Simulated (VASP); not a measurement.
# KSiTe2 (P-3m1) in VASP: relaxation of cell and atoms with PBE

Aim: the relaxation of cell and atoms of KSiTe2 with PBE.

All numbers are computed with VASP 6.6.1; they aren't measurements. Logs are shortened: lines on timing, memory, paths and dates and some standing lists are left out, and cuts for length are marked.

### Step 1. The crystal as given

It takes space group P-3m1 (No. 164, trigonal). The conventional cell has a = 3.800 Å, b = 3.800 Å, c = 7.599 Å, α = 90.00°, β = 90.00°, γ = 120.00°. Around K (site symmetry -3m) lie 6 Te at 3.10 Å. Si (site symmetry -3m) has 6 Te at 2.72 Å as nearest neighbours. Te (site symmetry 3m) is surrounded by 3 Si at 2.72 Å and 3 K at 3.10 Å.

The cell was built by a generator and needn't be a form met in nature.

### Step 2. Relaxation of cell and atoms, PBE

INCAR reads:

```
PREC = Accurate
ENCUT = 600
EDIFF = 1E-7
ISMEAR = 0
SIGMA = 0.1
LREAL = False
LASPH = True
NELM = 100
ALGO = Normal
ISIF = 3
LWAVE = False
LCHARG = False
GGA = PE
IBRION = 2
NSW = 90
EDIFFG = -0.04
```

KPOINTS reads:

```
Automatic mesh
0
Gamma
  6 6 2
```

POSCAR reads:

```
KSiTe2
1.0
    3.8004701900      0.0000000000      0.0000000000
   -1.9002350900      3.2913037300      0.0000000000
    0.0000000000      0.0000000000      7.5991554100
K Si Te
1 1 2
Direct
    0.0000000000      0.0000000000      0.5000000000
    0.0000000000      0.0000000000      0.0000000000
    0.6666666700      0.3333333300      0.7889158200
    0.3333333300      0.6666666700      0.2110841800
```

Potentials or basis: VASP PAW PBE potentials, release 64 (K_sv, Si, Te).

Run with:

```sh
$ cat potpaw_PBE.64/K_sv/POTCAR potpaw_PBE.64/Si/POTCAR potpaw_PBE.64/Te/POTCAR > POTCAR
$ mpirun -np 1 vasp_std > vasp.out
```

OUTCAR:

```text
PREC = Accurate
   ENCUT = 600
   EDIFF = 1E-7
   ISMEAR = 0
   LREAL = False
   LASPH = True
   NELM = 100
   ISIF = 3
   GGA = PE
   IBRION = 2
   NSW = 90
   EDIFFG = -0.04

 ion  position               nearest neighbor table
   1  0.000  0.000  0.500-   3 3.10   4 3.10   4 3.10   3 3.10   3 3.10   4 3.10
   2  0.000  0.000  0.000-   3 2.72   4 2.72   4 2.72   3 2.72   3 2.72   4 2.72
   3  0.667  0.333  0.789-   2 2.72   2 2.72   2 2.72   1 3.10   1 3.10   1 3.10
   4  0.333  0.667  0.211-   2 2.72   2 2.72   2 2.72   1 3.10   1 3.10   1 3.10

  LATTYP: Found a hexagonal cell.
 ALAT       =     3.8004701900
 C/A-ratio  =     1.9995303292

  Lattice vectors:

 A1 = (   3.8004701900,   0.0000000000,   0.0000000000)
 A2 = (  -1.9002350900,   3.2913037300,   0.0000000000)
 A3 = (   0.0000000000,   0.0000000000,   7.5991554100)

Analysis of symmetry for initial positions (statically):
=====================================================================
 Subroutine PRICEL returns:
 Original cell was already a primitive cell.

 Routine SETGRP: Setting up the symmetry group for a
 hexagonal supercell.

 Subroutine GETGRP returns: Found 12 space group operations
 (whereof 12 operations were pure point group operations)
 out of a pool of 24 trial point group operations.

The static configuration has the point symmetry D_3d.

Analysis of symmetry for dynamics (positions and initial velocities):
=====================================================================
 Subroutine PRICEL returns:
 Original cell was already a primitive cell.

 Routine SETGRP: Setting up the symmetry group for a
 hexagonal supercell.

 Subroutine GETGRP returns: Found 12 space group operations
 (whereof 12 operations were pure point group operations)
 out of a pool of 24 trial point group operations.

The dynamic configuration has the point symmetry D_3d.

 Subroutine INISYM returns: Found 12 space group operations
 (whereof 12 operations are pure point group operations),
 and found     1 'primitive' translations

----------------------------------------------------------------------------------------

                                     Primitive cell

  volume of cell :      95.0540

  direct lattice vectors                    reciprocal lattice vectors
     3.800470190  0.000000000  0.000000000     0.263125337  0.151915484  0.000000000
    -1.900235090  3.291303730  0.000000000     0.000000000  0.303830969  0.000000000
     0.000000000  0.000000000  7.599155410     0.000000000  0.000000000  0.131593571

  length of vectors
     3.800470190  3.800470187  7.599155410     0.303830968  0.303830969  0.131593571

[... 82 lines left out ...]
   TEBEG  =    0.0;   TEEND  =   0.0 temperature during run
   PSTRESS=    0.0 pullay stress
   NELECT =      25.0000    total number of electrons
   NUPDOWN=      -1.0000    fix difference up-down
   EMIN   =  10.00;   EMAX   =-10.00  energy-range for DOS
   EFERMI =   0.00;   METHOD = LEGACY
   ISMEAR =     0;   SIGMA  =   0.10  broadening in eV -4-tet -1-fermi 0-gaus
   EFERMI_NEDOS =   21; number of points for ismear=-14 and -15
   IALGO  =     38    algorithm
   IMIX   =      4    mixing-type and parameters
     AMIX     =   0.40;   BMIX     =  1.00
     AMIX_MAG =   1.60;   BMIX_MAG =  1.00
  volume/ion in A,a.u.               =      23.76       160.36
  Fermi-wavevector in a.u.,A,eV,Ry     =   1.048893  1.982121 14.968818  1.100177
  Thomas-Fermi vector in A             =   2.183834
   LORBIT       =      0    0 simple, 1 ext, 2 COOP (PROOUT), +10 PAW based schemes
   GGA     = PE    functional components
   LHFCALC =     F    Hartree Fock is set to
   AEXX    =    0.0000 exact exchange contribution
   IVDW    =     0    specifies the selected vdW correction
   LEPSILON=     F    determine dielectric tensor
   LRPA    =     F    only Hartree local field effects (RPA)
 conjugate gradient relaxation of ions
 non-spin polarized calculation
 Gauss-broadening in eV      SIGMA  =   0.10
  energy-cutoff  :      600.00
  volume of cell :       95.05
 maximum number of plane-waves:      3204
   NGX = 15   NGY = 15   NGZ = 31

--------------------------------------- Ionic step        1  -------------------------------------------

 number of electron      25.0000002 magnetization

 Free energy of the ion-electron system (eV)
  ---------------------------------------------------
  ext. energy  EPLUGINS =         0.00000000
  ---------------------------------------------------
  free energy    TOTEN  =       -12.92418305 eV

  energy without entropy =      -12.91382825  energy(sigma->0) =      -12.91900565

------------------------ aborting loop because EDIFF is reached ----------------------------------------

  FORCE on cell =-STRESS in cart. coord.  units (eV):
  Direction    XX          YY          ZZ          XY          YZ          ZX
  --------------------------------------------------------------------------------------
  -------------------------------------------------------------------------------------
  Total        8.0830834      8.0830834      7.7470367      0.0000000     -0.0000000      0.0000000
  in kB      136.2438862    136.2438861    130.5796731      0.0000002     -0.0000000      0.0000000
  external PRESSURE =     134.3558151 kB  Pullay stress =       0.0000000 kB
[... 139 lines left out ...]
--------------------------------------- Ionic step        5  -------------------------------------------

 number of electron      25.0000002 magnetization

 E-fermi :   4.7189     XC(G=0):  -8.8030

 val. band max:        4.6374669130   @ k =   0.3333   0.1667   0.0000
 cond. band min:       4.7330243262   @ k =   0.3333   0.1667   0.5000
 fundamental gap:      0.0955574132
 Fermi energy:         4.7188533122

 k-point     1 :       0.0000    0.0000    0.0000
  band No.  band energies     occupation
      1     -26.1103      2.00000
      2      -9.6855      2.00000
      3      -9.5685      2.00000
      4      -9.5685      2.00000
      5      -7.9816      2.00000
      6      -6.2267      2.00000
[... 368 lines left out ...]
--------------------------------------- Ionic step        8  -------------------------------------------

 number of electron      25.0000000 magnetization

 Free energy of the ion-electron system (eV)
  ---------------------------------------------------
  ext. energy  EPLUGINS =         0.00000000
  ---------------------------------------------------
  free energy    TOTEN  =       -14.00448032 eV

  energy without entropy =      -13.98812491  energy(sigma->0) =      -13.99630261

 E-fermi :   4.6028     XC(G=0):  -8.7071

 val. band max:        4.5307986600   @ k =   0.3333   0.1667   0.0000
 cond. band min:       4.6150417111   @ k =   0.3333   0.1667   0.5000
 fundamental gap:      0.0842430511
 Fermi energy:         4.6027694916

 k-point     1 :       0.0000    0.0000    0.0000
  band No.  band energies     occupation
      1     -26.4398      2.00000
      2      -9.9644      2.00000
      3      -9.8928      2.00000
      4      -9.8928      2.00000
      5      -8.0857      2.00000
      6      -6.3929      2.00000
[... 286 lines left out ...]
  FREE ENERGIE OF THE ION-ELECTRON SYSTEM (eV)
  ---------------------------------------------------
  free  energy   TOTEN  =       -14.0044803186 eV

  energy  without entropy=      -13.9881249093  energy(sigma->0) =      -13.99630261

 reached required accuracy - stopping structural energy minimisation
```

OSZICAR:

```text
N       E                     dE             d eps       ncg     rms          rms(c)
DAV:   1     0.149959835109E+03    0.14996E+03   -0.11424E+04   448   0.145E+03
DAV:   2    -0.170509093088E+01   -0.15166E+03   -0.15030E+03   568   0.304E+02
DAV:   3    -0.126470437535E+02   -0.10942E+02   -0.10586E+02   792   0.682E+01
[... 84 lines left out ...]
DAV:   5    -0.140044761662E+02    0.35305E-04   -0.36570E-04   888   0.107E-01    0.322E-02
DAV:   6    -0.140044788803E+02   -0.27141E-05   -0.21451E-05   568   0.368E-02    0.121E-02
DAV:   7    -0.140044799161E+02   -0.10358E-05   -0.10671E-06   760   0.755E-03    0.463E-03
DAV:   8    -0.140044803515E+02   -0.43543E-06   -0.22577E-07   432   0.327E-03    0.108E-03
DAV:   9    -0.140044803186E+02    0.32966E-07   -0.26960E-08   376   0.115E-03
   8 F= -.14004480E+02 E0= -.13996303E+02  d E =-.264066E-02
```

Run time: 78 s. Hardware: 1 thread of Intel Xeon 6975P-C (Granite Rapids), shared host; peak memory 0.25 GiB.

Results:

| Item | Value |
| --- | --- |
| Free energy | -14.0045 eV |
| Relaxed volume | 30.68 Å³/atom |
| Relaxed cell | a = 4.123 Å, b = 4.123 Å, c = 8.338 Å, α = 90.00°, β = 90.00°, γ = 120.00° |
| Space group after relaxing (to 0.05 Å) | P-3m1 (No. 164) |
| Energy gained by relaxing | 270.1 meV/atom |
| Ionic steps | 8 |
| Pressure after relaxing | 0.0 GPa |
| Largest force after relaxing | 0.032 eV/Å |
| Band gap on the k mesh | none (metal or under the smearing width) |

Forces on the atoms (eV/Å):
```
K    0.000  0.000  0.000
Si   0.000  0.000  0.000
Te   0.000  0.000 -0.032
Te   0.000  0.000  0.032
```

Step by step:
```tsv
step	energy change (eV)	largest force (eV/Å)	pressure (GPa)	volume (Å³)
1	0.0000	1.1419	13.44	95.05
2	-0.9159	0.9885	-1.59	125.19
3	-0.9299	1.0053	-0.45	120.66
4	-1.0118	0.6358	-0.15	120.48
5	-1.0619	0.0568	0.56	120.17
6	-1.0759	0.0189	-0.03	122.46
7	-1.0777	0.0008	-0.33	123.75
8	-1.0803	0.0319	-0.01	122.72
```

Final structure:
```yaml
crystal:
  lattice:
    - [4.12264, 0.00000, 0.00000]
    - [-2.06132, 3.57031, 0.00000]
    - [0.00000, 0.00000, 8.33768]
  atoms:
    - { symbol: K, position: [0.00000, 0.00000, 0.50000] }
    - { symbol: Si, position: [0.00000, 0.00000, 0.00000] }
    - { symbol: Te, position: [0.66667, 0.33333, 0.81478] }
    - { symbol: Te, position: [0.33333, 0.66667, 0.18522] }
```

Caveat: the k mesh is coarse (spacing up to 0.41 Å⁻¹), so the values aren't converged; the volume moved by over 15 % at a fixed basis, so the end points are rough. The run has no spin-orbit coupling, so splittings on Te are missing.
